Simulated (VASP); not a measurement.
# A VASP study of SrSnSeS (PBEsol): structure first, properties next, part 5 of 6

Aim: relax SrSnSeS, then compute properties on the relaxed cell. The cell is invented: it takes the structure of a Materials Project entry for SrEuSeS (space group 160 there), with some of its atoms replaced by other elements, volume scaled by an estimate. It may not be a known or stable phase.

VASP 6.6.1, plane waves and PAW; the level of theory is named at each step.

So far, gap on the k-mesh (eV): step 2 (rough relaxation of the start cell) 1.22; step 3 (full relaxation (PBEsol)) 1.22; step 4 (single point with fields (PBEsol)) 1.22; step 6 (density of states (PBEsol)) 1.06. The relaxed cell has a = 4.236, c = 20.862 Å (conventional setting).

### 7. Vibrations at Γ (PBEsol) (continued)

Level of this step: PBEsol; plane waves and PAW (Sn_d, Sr_sv, Se, S); invented cell (VASP).

From OUTCAR (step 7):

```text
   NELECT =      36.0000    total number of electrons

  Total        0.0409407      0.0409407      0.0368993     -0.0000000      0.0000000      0.0000000
  in kB        0.6068803      0.6068805      0.5469737     -0.0000000      0.0000000      0.0000000
  external PRESSURE =       0.5869115 kB  Pullay stress =       0.0000000 kB

 POSITION                                       TOTAL-FORCE (eV/Angst)
 -----------------------------------------------------------------------------------
      0.00000      0.00000      0.04695         0.000000     -0.000000     -0.003179
      0.00000      0.00000     10.34036         0.000000     -0.000000     -0.006407
      0.00000      0.00000      5.26921         0.000000      0.000000      0.003953
      0.00000      0.00000     15.63631         0.000000      0.000000      0.005633
 -----------------------------------------------------------------------------------
    total drift:                               -0.000000      0.000000     -0.000014

 MACROSCOPIC STATIC DIELECTRIC TENSOR (including local field effects in DFT)
 ------------------------------------------------------
           9.473040     0.000000    -0.000000
           0.000000     9.473043     0.000000
           0.000000     0.000000     8.127912
 ------------------------------------------------------

 PIEZOELECTRIC TENSOR (including local field effects)  for field in x, y, z        (C/m^2)
          XX          YY          ZZ          XY          YZ          ZX
  --------------------------------------------------------------------------------
  x     0.00000     0.00000     0.00000    -0.02481     0.00000     0.00853
  y    -0.02481     0.02481    -0.00000     0.00000     0.00853     0.00000
  z    -0.02289    -0.02289    -0.00776     0.00000    -0.00000     0.00000

 BORN EFFECTIVE CHARGES (including local field effects) (in |e|, cummulative output)
 ---------------------------------------------------------------------------------
 ion    1
    1     4.24284     0.00000     0.00000
    2     0.00000     4.24284     0.00000
    3     0.00000     0.00000     2.37142
 ion    2
    1     2.20756     0.00000     0.00000
    2     0.00000     2.20756     0.00000
    3     0.00000     0.00000     3.15251
 ion    3
    1    -3.11218     0.00000     0.00000
    2     0.00000    -3.11218    -0.00000
    3     0.00000    -0.00000    -2.61767
 ion    4
    1    -3.33822     0.00000     0.00000
    2     0.00000    -3.33822    -0.00000
    3     0.00000    -0.00000    -2.90626

 Eigenvectors and eigenvalues of the dynamical matrix
 ----------------------------------------------------

   1 f  =    6.067065 THz    38.120494 2PiTHz  202.375509 cm-1    25.091354 meV
             X         Y         Z           dx          dy          dz
      0.000000  0.000000  0.046947    -0.000000   -0.000000   -0.021714
      0.000000  0.000000 10.340360    -0.000000   -0.000000   -0.163657
      0.000000  0.000000  5.269212    -0.000000   -0.000000   -0.380594
      0.000000  0.000001 15.636308     0.000000    0.000000    0.909886

   2 f  =    5.327425 THz    33.473196 2PiTHz  177.703757 cm-1    22.032448 meV
             X         Y         Z           dx          dy          dz
      0.000000  0.000000  0.046947     0.000000    0.006304   -0.000000
      0.000000  0.000000 10.340360     0.000000    0.365064   -0.000000
      0.000000  0.000000  5.269212     0.000000    0.188157   -0.000000
      0.000000  0.000001 15.636308    -0.000000   -0.911749    0.000000

   3 f  =    5.327424 THz    33.473192 2PiTHz  177.703736 cm-1    22.032445 meV
             X         Y         Z           dx          dy          dz
      0.000000  0.000000  0.046947    -0.006304    0.000000    0.000000
      0.000000  0.000000 10.340360    -0.365064    0.000000   -0.000000
      0.000000  0.000000  5.269212    -0.188157    0.000000    0.000000
      0.000000  0.000001 15.636308     0.911749   -0.000000   -0.000000

   4 f  =    4.578601 THz    28.768200 2PiTHz  152.725696 cm-1    18.935565 meV
[...]
0.000000  0.000000 10.340360    -0.000000   -0.000000   -0.325375
      0.000000  0.000000  5.269212     0.000000    0.000000    0.773202
      0.000000  0.000001 15.636308     0.000000   -0.000000    0.253400

   6 f  =    3.722731 THz    23.390607 2PiTHz  124.176932 cm-1    15.395970 meV
             X         Y         Z           dx          dy          dz
      0.000000  0.000000  0.046947    -0.000000   -0.085321    0.000000
      0.000000  0.000000 10.340360    -0.000000   -0.602535    0.000000
      0.000000  0.000000  5.269212     0.000000    0.789587   -0.000000
      0.000000  0.000001 15.636308    -0.000000   -0.078898   -0.000000

   7 f  =    3.722730 THz    23.390604 2PiTHz  124.176917 cm-1    15.395969 meV
             X         Y         Z           dx          dy          dz
      0.000000  0.000000  0.046947    -0.085321    0.000000    0.000000
      0.000000  0.000000 10.340360    -0.602535    0.000000   -0.000000
      0.000000  0.000000  5.269212     0.789587   -0.000000    0.000000
      0.000000  0.000001 15.636308    -0.078898    0.000000    0.000000

   8 f  =    1.692502 THz    10.634306 2PiTHz   56.455800 cm-1     6.999624 meV
             X         Y         Z           dx          dy          dz
      0.000000  0.000000  0.046947     0.000000    0.784399   -0.000000
      0.000000  0.000000 10.340360    -0.000000   -0.478772    0.000000
      0.000000  0.000000  5.269212    -0.000000   -0.305505    0.000000
      0.000000  0.000001 15.636308    -0.000000   -0.249323    0.000000

   9 f  =    1.692502 THz    10.634304 2PiTHz   56.455793 cm-1     6.999623 meV
             X         Y         Z           dx          dy          dz
      0.000000  0.000000  0.046947     0.784399   -0.000000   -0.000000
      0.000000  0.000000 10.340360    -0.478772    0.000000   -0.000000
      0.000000  0.000000  5.269212    -0.305505    0.000000   -0.000000
      0.000000  0.000001 15.636308    -0.249323    0.000000   -0.000000

  10 f/i=    0.003377 THz     0.021219 2PiTHz    0.112648 cm-1     0.013967 meV
             X         Y         Z           dx          dy          dz
      0.000000  0.000000  0.046947     0.000000   -0.000000    0.612214
      0.000000  0.000000 10.340360     0.000000   -0.000000    0.525287
      0.000000  0.000000  5.269212     0.000000   -0.000000    0.498414
      0.000000  0.000001 15.636308     0.000000   -0.000000    0.317571

  11 f/i=    0.006062 THz     0.038090 2PiTHz    0.202211 cm-1     0.025071 meV
             X         Y         Z           dx          dy          dz
      0.000000  0.000000  0.046947     0.614327    0.000020   -0.000000
      0.000000  0.000000 10.340360     0.523887    0.000017   -0.000000
      0.000000  0.000000  5.269212     0.497812    0.000016   -0.000000
      0.000000  0.000001 15.636308     0.316745    0.000010   -0.000000

  12 f/i=    0.006062 THz     0.038090 2PiTHz    0.202211 cm-1     0.025071 meV
             X         Y         Z           dx          dy          dz
      0.000000  0.000000  0.046947    -0.000020    0.614327    0.000000
      0.000000  0.000000 10.340360    -0.000017    0.523887    0.000000
      0.000000  0.000000  5.269212    -0.000016    0.497812    0.000000
      0.000000  0.000001 15.636308    -0.000010    0.316745    0.000000

 MACROSCOPIC STATIC DIELECTRIC TENSOR IONIC CONTRIBUTION
 ------------------------------------------------------
          37.922159     0.000000    -0.000000
           0.000000    37.922168     0.000000
          -0.000000     0.000000    10.940773
 ------------------------------------------------------

 ELASTIC MODULI CONTR FROM IONIC RELAXATION (kBar)
 Direction    XX          YY          ZZ          XY          YZ          ZX
 --------------------------------------------------------------------------------
 XX         -14.6374      6.5384     -2.7590      0.0000     -9.2902      0.0000
 YY           6.5384    -14.6374     -2.7590      0.0000      9.2902      0.0000
 ZZ          -2.7590     -2.7590     -5.9208      0.0000     -0.0000      0.0000
 XY           0.0000      0.0000      0.0000    -10.5879     -0.0000     -9.5983
 YZ          -9.2902      9.2902     -0.0000     -0.0000     -8.9344      0.0000
 ZX           0.0000      0.0000      0.0000     -9.5983      0.0000     -9.4214
 --------------------------------------------------------------------------------

 PIEZOELECTRIC TENSOR IONIC CONTR  for field in x, y, z        (C/m^2)
          XX          YY          ZZ          XY          YZ          ZX
  --------------------------------------------------------------------------------
  x     0.00000     0.00000     0.00000    -0.59394    -0.00000    -0.54245
  y    -0.59394     0.59394    -0.00000    -0.00000    -0.52478    -0.00000
  z    -0.19705    -0.19705    -0.14602     0.00000    -0.00000     0.00000

[... 8 parts as in an earlier step ...]

[... 3 further parts left out ...]
```

Energies printed during the response cycles are not total energies of the cell. The dielectric response converges more slowly with the mesh than energies do, so tensor and charges may still move on a finer one.

Numbers from this step:

```
bands                          : 24
irreducible k-points           : 19
pressure of the cell           : 0.05869 GPa
largest force of the cell      : 0.006407 eV/Å
Fermi energy                   : 4.598 eV
valence top at k               : 0.4, 0.4, 0.4
conduction bottom at k         : 0.4, 0.4, 0.4
least direct gap at k          : 0.4, 0.4, 0.4
gap on the k-mesh              : 1.222 eV
least direct gap on the k-mesh : 1.222 eV
```

Electronic dielectric tensor with local fields:

```
9.47 0.00 0.00
0.00 9.47 0.00
0.00 0.00 8.13
```

Ionic part of the static dielectric tensor:

```
37.92  0.00  0.00
 0.00 37.92  0.00
 0.00  0.00 10.94
```

Born effective charge (e), principal values of the symmetric part by kind of site:

| atom | atoms with these values | low | middle | high | mean |
| --- | --- | --- | --- | --- | --- |
| Sn1 | 1 | 2.37 | 4.24 | 4.24 | 3.62 |
| Sr2 | 1 | 2.21 | 2.21 | 3.15 | 2.52 |
| Se3 | 1 | -3.11 | -3.11 | -2.62 | -2.95 |
| S4 | 1 | -3.34 | -3.34 | -2.91 | -3.19 |

In full for S4:

```
-3.34  0.00  0.00
 0.00 -3.34  0.00
 0.00  0.00 -2.91
```

Lines of the infrared spectrum (strongest = 100):

| position (cm⁻¹) | lines merged | squared mode dipole, relative |
| --- | --- | --- |
| 56 | 2 | 64 |
| 124 | 2 | 52 |
| 130 | 1 | 52 |
| 153 | 1 | 1.8 |
| 178 | 2 | 100 |
| 202 | 1 | 27 |

Transverse limit, no LO-TO splitting. Modes at Γ, with each element's share of the kinetic energy:

| mode | frequency (cm⁻¹) | symmetry | IR | Sn % | Sr % | Se % | S % |
| --- | --- | --- | --- | --- | --- | --- | --- |
| 1 | -0.2 | acoustic | 2.9e-6 | 38 | 27 | 25 | 10 |
| 2 | -0.2 | acoustic | 2.9e-6 | 38 | 27 | 25 | 10 |
| 3 | -0.1 | acoustic | 1.2e-7 | 37 | 28 | 25 | 10 |
| 4 | 56.5 | E | 0.20 | 62 | 23 | 9 | 6 |
| 5 | 56.5 | E | 0.20 | 62 | 23 | 9 | 6 |
| 6 | 124.2 | E | 0.16 | 1 | 36 | 62 | 1 |
| 7 | 124.2 | E | 0.16 | 1 | 36 | 62 | 1 |
| 8 | 130.2 | A1 | 0.33 | 23 | 11 | 60 | 6 |
| 9 | 152.7 | A1 | 0.012 | 39 | 59 | 1 | 1 |
| 10 | 177.7 | E | 0.31 | 0 | 13 | 4 | 83 |
| 11 | 177.7 | E | 0.31 | 0 | 13 | 4 | 83 |
| 12 | 202.4 | A1 | 0.17 | 0 | 3 | 14 | 83 |

Displacements in mode 4 (56.5 cm⁻¹), the largest set to 1:
```
Sn1  1.00  0.00  0.00
Sr2 -0.71  0.00  0.00
Se3 -0.48  0.00  0.00
S4  -0.61  0.00  0.00
```

Displacements in mode 9 (152.7 cm⁻¹), the largest set to 1:
```
Sn1  0.00  0.00  0.70
Sr2  0.00  0.00 -1.00
Se3  0.00  0.00  0.13
S4   0.00  0.00 -0.18
```

Piezoelectric tensor, ionic part (C/m²), by row:

| field | xx | yy | zz | xy | yz | zx |
| --- | --- | --- | --- | --- | --- | --- |
| x | 0 | 0 | 0 | -0.5939 | 0 | -0.5424 |
| y | -0.5939 | 0.5939 | 0 | 0 | -0.5248 | 0 |
| z | -0.1971 | -0.1971 | -0.146 | 0 | 0 | 0 |

Piezoelectric tensor with clamped ions (C/m²), by row:

| field | xx | yy | zz | xy | yz | zx |
| --- | --- | --- | --- | --- | --- | --- |
| x | 0 | 0 | 0 | -0.02481 | 0 | 0.00853 |
| y | -0.02481 | 0.02481 | 0 | 0 | 0.00853 | 0 |
| z | -0.02289 | -0.02289 | -0.00776 | 0 | 0 | 0 |

The Born charges sum to zero; the printed set may have that rule imposed, so this is no test. By the characters of their eigenvectors the optical modes sort into (cm⁻¹) Raman active: E 56, E 124, A1 130, A1 153, E 178, A1 202; infrared active: E 56, E 124, A1 130, A1 153, E 178, A1 202.

### 8. Starting orbitals for the hybrid

This step: PBE; plane waves and PAW (Sn_d, Sr_sv, Se, S); invented cell (VASP 6.6.1).

A hybrid converges badly from random orbitals, so a cheap semilocal run writes a WAVECAR on the same mesh first.

Contents of INCAR:

```
SYSTEM = SrSnSeS
PREC = Accurate
ENCUT = 400
EDIFF = 1E-05
NELM = 100
ISMEAR = -1
SIGMA = 0.05
LREAL = .FALSE.
ALGO = Normal
GGA = PE
NBANDS = 24
LORBIT = 11
LWAVE = .TRUE.
LCHARG = .FALSE.
KPAR = 2
```

Contents of POSCAR:

```
SrSnSeS
1.0
    2.1182140286      1.2229519042      6.9539570828
   -2.1182140286      1.2229519042      6.9539570828
    0.0000000000     -2.4459028541      6.9539570867
Sn Sr Se S
1 1 1 1
Direct
    0.0022503877      0.0022503877      0.0022503877
    0.4956583286      0.4956583286      0.4956583286
    0.2525762012      0.2525762012      0.2525762012
    0.7495160826      0.7495160826      0.7495160826
```

Contents of KPOINTS:

```
Automatic mesh
0
Gamma
4 4 4
0 0 0
```

PAW data sets: Sn_d, Sr_sv, Se and S (PBE family, release 64).

Command:

```bash
mpirun -np 2 vasp_std
```

What it wrote:

```text
[banner, memory and clock lines left out]
running    2 mpi-ranks, on    1 nodes
 distrk:  each k-point on    1 cores,    2 groups
 distr:  one band on    1 cores,    1 groups

 POSCAR found type information on POSCAR SnSrSeS
 POSCAR found :  4 types and       4 ions
 LDA part: xc-table for (Slater+PW92), standard interpolation
 POSCAR, INCAR and KPOINTS ok, starting setup
 FFT: planning ... GRIDC
 FFT: planning ... GRID_SOFT
 FFT: planning ... GRID
 WAVECAR not read
 entering main loop
       N       E                     dE             d eps       ncg     rms          rms(c)
DAV:   1     0.268560752326E+03    0.26856E+03   -0.14722E+04   624   0.136E+03
DAV:   2     0.119225037893E+02   -0.25664E+03   -0.24956E+03   672   0.367E+02
DAV:   3    -0.173615985144E+02   -0.29284E+02   -0.28812E+02   896   0.114E+02
DAV:   4    -0.187951502291E+02   -0.14336E+01   -0.14313E+01  1000   0.222E+01
DAV:   5    -0.188407271390E+02   -0.45577E-01   -0.45572E-01   928   0.300E+00    0.197E+01
DAV:   6    -0.179287716272E+02    0.91196E+00   -0.18733E+00   760   0.781E+00    0.112E+01
DAV:   7    -0.179523448872E+02   -0.23573E-01   -0.80382E-01   784   0.415E+00    0.261E+00
DAV:   8    -0.179378092787E+02    0.14536E-01   -0.16241E-01   792   0.245E+00    0.668E-01
DAV:   9    -0.179385789489E+02   -0.76967E-03   -0.15107E-02   776   0.751E-01    0.217E-01
DAV:  10    -0.179390710838E+02   -0.49213E-03   -0.18274E-03   952   0.238E-01    0.100E-01
DAV:  11    -0.179392495530E+02   -0.17847E-03   -0.37523E-04   832   0.107E-01    0.464E-02
DAV:  12    -0.179392698305E+02   -0.20277E-04   -0.65002E-05   672   0.439E-02    0.247E-02
DAV:  13    -0.179392807113E+02   -0.10881E-04   -0.18638E-05   640   0.216E-02    0.446E-03
DAV:  14    -0.179392808896E+02   -0.17833E-06   -0.21113E-06   416   0.106E-02
   1 F= -.17939281E+02 E0= -.17939281E+02  d E =-.391038E-06
 writing wavefunctions
```

Elapsed: 15 s, on 2 MPI ranks of Intel Xeon 6975P-C (Granite Rapids), shared host; peak memory 0.64 GiB; 28 s of CPU time.

Parts of OUTCAR (step 8):

```text
   k-points           NKPTS =     13   k-points in BZ     NKDIM =     13   number of bands    NBANDS=     24

   NELECT =      36.0000    total number of electrons

 E-fermi :   4.8041

 k-point     1 :       0.0000    0.0000    0.0000
  band No.  band energies     occupation
    ...
     14       2.1656      2.00000
     15       2.5791      2.00000
     16       2.7468      2.00000
     17       2.7989      2.00000
     18       2.7989      2.00000
     19       5.8129      0.00000
     20       7.2486      0.00000
     21       7.2486      0.00000
     22       8.0801      0.00000
     23       8.1378      0.00000
    ...

  Total        1.8059647      1.8059651      1.7061171      0.0000000      0.0000001      0.0000000
  in kB       26.7705610     26.7705674     25.2904794      0.0000000      0.0000011      0.0000000
  external PRESSURE =      26.2772026 kB  Pullay stress =       0.0000000 kB

 POSITION                                       TOTAL-FORCE (eV/Angst)
 -----------------------------------------------------------------------------------
      0.00000      0.00000      0.04695         0.000000     -0.000000     -0.005522
      0.00000      0.00000     10.34036         0.000000     -0.000000     -0.004799
      0.00000      0.00000      5.26921         0.000000     -0.000000     -0.034860
      0.00000      0.00000     15.63631         0.000000      0.000000      0.045181
 -----------------------------------------------------------------------------------
    total drift:                               -0.000000      0.000000      0.000066

  FREE ENERGIE OF THE ION-ELECTRON SYSTEM (eV)
  ---------------------------------------------------
  free  energy   TOTEN  =       -17.9392808896 eV

  energy  without entropy=      -17.9392804986  energy(sigma->0) =      -17.93928069

[... 6 parts as in an earlier step ...]

[... 10 further parts left out ...]
```

At this level the cell is under a pressure of 2.6 GPa, so at these settings it is away from equilibrium.

This step gave:

```
irreducible k-points           : 13
free energy (TOTEN)            : -17.94 eV
Fermi energy                   : 4.804 eV
pressure                       : 2.628 GPa
valence top at k               : 0.5, 0.5, 0.5
conduction bottom at k         : 0.5, 0.5, 0.5
least direct gap at k          : 0.5, 0.5, 0.5
gap on the k-mesh              : 1.153 eV
least direct gap on the k-mesh : 1.153 eV
```

### 9. Bands along the symmetry lines (HSE06)

This step: HSE06; plane waves and PAW (Sn_d, Sr_sv, Se, S); invented cell (VASP 6.6.1).

HSE06 mixes in a quarter of exact exchange at short range, at far higher cost; in semiconductors this cures much of the gap error, while metals seldom gain.

Contents of INCAR:

```
SYSTEM = SrSnSeS
PREC = Accurate
ENCUT = 400
EDIFF = 1E-06
NELM = 100
ISMEAR = -1
SIGMA = 0.05
LREAL = .FALSE.
ALGO = Normal
LHFCALC = .TRUE.
AEXX = 0.25
GGA = PE
HFSCREEN = 0.2
LASPH = .TRUE.
NBANDS = 24
PRECFOCK = Fast
LORBIT = 11
LWAVE = .FALSE.
LCHARG = .FALSE.
KPAR = 2
```

POSCAR is that of step 8.

KPOINTS is that of step 8.

Contents of KPOINTS_OPT:

```
Line mode
6
Line-mode
Reciprocal
  0.00000000   0.00000000   0.00000000 GAMMA
  0.50000000   0.00000000   0.00000000 L

  0.50000000   0.00000000   0.00000000 L
  0.50000000   0.18728546  -0.18728546 B1

  0.81271454   0.50000000   0.18728546 B
  0.50000000   0.50000000   0.50000000 Z

  0.50000000   0.50000000   0.50000000 Z
  0.00000000   0.00000000   0.00000000 GAMMA

  0.00000000   0.00000000   0.00000000 GAMMA
  0.34364273   0.00000000  -0.34364273 X

  0.65635727   0.34364273   0.00000000 Q
  0.50000000   0.50000000   0.00000000 F

  0.50000000   0.50000000   0.00000000 F
  0.65635727   0.65635727   0.18728546 P1

  0.65635727   0.65635727   0.18728546 P1
  0.50000000   0.50000000   0.50000000 Z

  0.50000000   0.00000000   0.00000000 L
  0.81271454   0.34364273   0.34364273 P
```

The WAVECAR or CHGCAR of an earlier step is read.

Command:

```bash
mpirun -np 2 vasp_std
```

What it wrote:

```text
[banner, memory and clock lines left out]
running    2 mpi-ranks, on    1 nodes
[...]
LDA part: xc-table for (Slater+PW92), standard interpolation
 found WAVECAR, reading the header
 POSCAR, INCAR and KPOINTS ok, starting setup
[...]
reading WAVECAR
 the WAVECAR file was read successfully
 initial charge from wavefunction
 entering main loop
       N       E                     dE             d eps       ncg     rms          rms(c)
DAV:   1    -0.209171149935E+02   -0.20917E+02   -0.68202E-01   712   0.615E+00    0.241E+00
DAV:   2    -0.209270559645E+02   -0.99410E-02   -0.56609E-02   824   0.125E+00    0.158E+00
DAV:   3    -0.209248989438E+02    0.21570E-02   -0.47959E-03   896   0.413E-01    0.920E-01
DAV:   4    -0.209243485787E+02    0.55037E-03   -0.12831E-03   800   0.214E-01    0.515E-01
[...]
DAV:   8    -0.209241356056E+02    0.54046E-05   -0.52614E-06   744   0.138E-02    0.433E-02
DAV:   9    -0.209241341611E+02    0.14445E-05   -0.18403E-06   680   0.846E-03    0.237E-02
DAV:  10    -0.209241339044E+02    0.25667E-06   -0.53691E-07   464   0.508E-03
   1 F= -.20924134E+02 E0= -.20924134E+02  d E =-.201190E-08
 Start KPOINTS_OPT (optional k-point list driver)
k-point batch [1-13\54]
       N       E                     dE             ncg
DAV:   1    -0.714551690617E+03   -0.10387E+05      664
DAV:   2    -0.440102426024E+04   -0.36865E+04      680
DAV:   3    -0.486629091291E+04   -0.46527E+03      848
DAV:   4    -0.490250438315E+04   -0.36213E+02     1064
[...]
DAV:   8    -0.490390976836E+04   -0.59278E-04      984
DAV:   9    -0.490390977109E+04   -0.27249E-05      552
DAV:  10    -0.490390977122E+04   -0.13321E-06      536
k-point batch [14-26\54]
       N       E                     dE             ncg
DAV:   1    -0.545010897057E+03   -0.44053E+04      632
DAV:   2    -0.425621378079E+04   -0.37112E+04      648
DAV:   3    -0.476999748744E+04   -0.51378E+03      840
DAV:   4    -0.481918515789E+04   -0.49188E+02     1088
DAV:   5    -0.482086993128E+04   -0.16848E+01      840
DAV:   6    -0.482093569420E+04   -0.65763E-01     1072
DAV:   7    -0.482093848528E+04   -0.27911E-02      944
```

Elapsed: 41 min, on 2 MPI ranks.

The run was cut off at its time limit.

The self-consistent loop had finished, and the limit fell in the path of KPOINTS_OPT; fewer path points or more time would be the way on.

(Continued in part 6 of 6.)

[Lines on the potential files, build, host, timing and source positions are cut from VASP's logs without a mark.]

[Logs are printed without paths, hosts, clocks, repeated set-up lines and the standing remarks that a program may print on its own settings, such as how far it seeks lower states.]

[Hosts, paths, dates, database ids (printed as entryN), source tags and the programs' standing remarks are cut or masked in the printed files.]

[A measured line is paired with the nearest computed mode of its activity, which favours agreement.]
